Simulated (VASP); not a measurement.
Input:

```yaml
crystal:
  lattice:
    - [5.12800, 2.55790, 2.55790]
    - [2.55790, 5.12800, 2.55790]
    - [2.55790, 2.55790, 5.12800]
  atoms:
    - { symbol: Mn, position: [0.00000, 0.00000, 0.00000], spin: 4.1 }
    - { symbol: Mn, position: [0.50000, 0.50000, 0.50000], spin: -4.1 }
    - { symbol: S, position: [0.25000, 0.25000, 0.25000] }
    - { symbol: S, position: [0.75000, 0.75000, 0.75000] }
```

Computed with PBE GGA, VASP's PBE PAW potentials (set 64) (plane waves; VASP). Numerical set-up: 520 eV cut-off, 7×7×7 Γ-centred mesh, Gaussian smearing of 0.050 eV, potentials Mn_pv S.

Q: Estimate the cell moment, energy per atom (σ→0).

A: 
```
Item                           Result
---------------------  --------------
cell moment                   0.00 μB
energy per atom (σ→0)  -7.110 eV/atom
```

Q: Give the moment on each site (PAW-sphere projection).

A: 
```tsv
site	moment (μB)
Mn1	4.15
Mn2	-4.15
S3	0.00
S4	0.00
```

Total energies compare only between runs with the same potentials, cut-off and functional.

The compound is MnS in the rock salt, AFM-II order structure. It was relaxed first.
